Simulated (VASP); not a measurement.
# CdS: electrostatic potential with PBE+D3(BJ)

Crystal: CdS.

```
Cd S
1.0
     0.00000    2.93138    2.93138
     2.93138    0.00000    2.93138
     2.93138    2.93138    0.00000
Cd S
1 1
Direct
  0.00000 0.00000 0.00000
  0.25000 0.25000 0.25000
```

The cell was built by a generator and needn't be a form met in nature.

| Quantity | Value |
| --- | --- |
| Program | VASP 6.6.1 |
| Task | electrostatic potential |
| Functional | PBE |
| Dispersion | D3(BJ) |
| Potentials or basis | VASP PAW PBE potentials, release 64 (Cd, S) |
| Cutoff | 520 eV |
| k mesh | 10 × 10 × 10 |
| Occupations | gaussian, width 0.02 eV |
| Spin | no spin polarisation |
| Further INCAR settings | ALGO = Normal; EDIFF = 1e-06 |

```yaml
Pressure: 0.0 GPa
Band_gap_on_the_k_mesh: 1.12 eV, direct
Dispersion_energy_per_atom: -0.301 eV
```

Levels at points of the mesh, in eV from the valence-band top:
```
           k point  band 5  band 6  band 7  band 8  band 9  band 10  band 11  band 12  band 13
(0.00, 0.00, 0.00)   -7.21   -7.21    0.00    0.00    0.00     1.12     6.55     6.55     6.55
(0.50, 0.00, 0.00)   -7.18   -6.85   -4.31   -0.73   -0.73     2.99     7.01     7.01     7.43
(0.50, 0.50, 0.00)   -7.13   -6.78   -3.89   -1.83   -1.83     3.58     4.33     9.17    10.69
```

Run time: 11 s on 1 thread of Intel(R) Xeon(R) 6975P-C (Granite Rapids) (shared host), peak memory 0.2 GiB.

Expect the measured gap to be larger: semilocal functionals such as PBE lack the derivative discontinuity.
